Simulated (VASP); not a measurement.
Level of theory: MS2 meta-GGA, VASP's PBE PAW potentials (set 64) (plane waves; VASP 6.6.1).

A VASP calculation is set up with these files.

### INCAR
```
LMAXMIX  =  4   # l cut-off of mixed one-centre charges
ISMEAR  =  0   # Gaussian
ALGO  =  Normal   # blocked Davidson
LWAVE  =  .FALSE.
LMIXTAU  =  .TRUE.
METAGGA  =  MS2
EDIFF  =  1E-6
SIGMA  =  0.05   # width (eV)
PREC  =  Accurate
EDIFFG  =  -0.01   # ionic stop
LREAL  =  .FALSE.   # projection in real space or not
ISIF  =  3
NELM  =  100
SYSTEM  =  GaN
LCHARG  =  .FALSE.
IBRION  =  2
LASPH  =  .TRUE.
ENCUT  =  520
NSW  =  60   # most ionic steps
```

POSCAR:
```
GaN
1
   -0.0000000000     2.2360309180     2.2360309180
    2.2360309180     0.0000000000     2.2360309180
    2.2360309180     2.2360309180    -0.0000000000
Ga N
1 1
Direct
  0.0000000000   0.0000000000   1.0000000000
  0.2500000000   0.2500000000   0.2500000000
```

**KPOINTS**
```
K-points
0
G
9 9 9
```

POTCAR, in this order: Ga_d N (PBE.64 set). Program: vasp_std.

The run wrote:

**OSZICAR**
```
       N       E                     dE             d eps       ncg     rms          rms(c)
DAV:   1     0.662161742475E+02    0.66216E+02   -0.90152E+03   966   0.224E+03
DAV:   2    -0.255586510593E+02   -0.91775E+02   -0.87516E+02  1035   0.332E+02
DAV:   3    -0.315539425125E+02   -0.59953E+01   -0.59635E+01  1045   0.800E+01
DAV:   4    -0.316390771115E+02   -0.85135E-01   -0.85088E-01  1069   0.103E+01
DAV:   5    -0.316402406055E+02   -0.11635E-02   -0.11634E-02  1020   0.108E+00    0.741E+00
DAV:   6    -0.144074758733E+02    0.17233E+02   -0.12019E+01  1317   0.120E+02    0.275E+00
DAV:   7    -0.156327853780E+02   -0.12253E+01   -0.17589E+00  1122   0.372E+01    0.204E+00
DAV:   8    -0.154856986511E+02    0.14709E+00   -0.79120E-01   910   0.109E+01    0.836E-01
DAV:   9    -0.157405231723E+02   -0.25482E+00   -0.28961E-01   910   0.667E+00    0.466E-01
DAV:  10    -0.156902013700E+02    0.50322E-01   -0.11571E-01   910   0.569E+00    0.305E-01
DAV:  11    -0.157549705877E+02   -0.64769E-01   -0.77000E-02   910   0.347E+00    0.132E-01
DAV:  12    -0.157567512208E+02   -0.17806E-02   -0.27395E-03   960   0.695E-01    0.729E-02
DAV:  13    -0.157572348009E+02   -0.48358E-03   -0.39962E-04  1138   0.452E-01    0.213E-02
DAV:  14    -0.157568179920E+02    0.41681E-03   -0.54827E-05   935   0.109E-01    0.107E-02
DAV:  15    -0.157569484373E+02   -0.13045E-03   -0.76848E-06  1028   0.649E-02    0.485E-03
DAV:  16    -0.157568984361E+02    0.50001E-04   -0.64623E-06  1136   0.507E-02    0.305E-03
DAV:  17    -0.157569306048E+02   -0.32169E-04   -0.17690E-06   885   0.184E-02    0.283E-03
DAV:  18    -0.157569278415E+02    0.27633E-05   -0.65574E-08   490   0.456E-03    0.219E-03
DAV:  19    -0.157569333695E+02   -0.55280E-05   -0.15624E-07   485   0.111E-02    0.154E-04
DAV:  20    -0.157569269871E+02    0.63824E-05   -0.83989E-08   475   0.429E-03    0.141E-04
DAV:  21    -0.157569278253E+02   -0.83821E-06   -0.14261E-08   475   0.177E-03
   1 F= -.15756928E+02 E0= -.15756928E+02  d E =-.157569E+02
```

**OUTCAR**
```
------------------------ aborting loop because EDIFF is reached ----------------------------------------
  FORCE on cell =-STRESS in cart. coord.  units (eV):
  Direction    XX          YY          ZZ          XY          YZ          ZX
  --------------------------------------------------------------------------------------
  Total       -0.0180644     -0.0180644     -0.0180644      0.0000000      0.0000000      0.0000000
  in kB       -1.2944052     -1.2944052     -1.2944052      0.0000000      0.0000000      0.0000000
  external PRESSURE =      -1.2944052 kB  Pullay stress =       0.0000000 kB
  volume of cell :       22.36
      direct lattice vectors                 reciprocal lattice vectors
     0.000000000  2.236030918  2.236030918    -0.223610504  0.223610504  0.223610504
     2.236030918  0.000000000  2.236030918     0.223610504 -0.223610504  0.223610504
     2.236030918  2.236030918  0.000000000     0.223610504  0.223610504 -0.223610504
  FREE ENERGIE OF THE ION-ELECTRON SYSTEM (eV)
  ---------------------------------------------------
  free  energy   TOTEN  =       -15.7569278253 eV

  energy  without entropy=      -15.7569278253  energy(sigma->0) =      -15.75692783

 reached required accuracy - stopping structural energy minimisation
```
(Selected blocks of OUTCAR.)

The compound is GaN in the zinc blende structure, a metastable form; wurtzite is the usual one. It was relaxed first. The start is the result of an earlier pass.
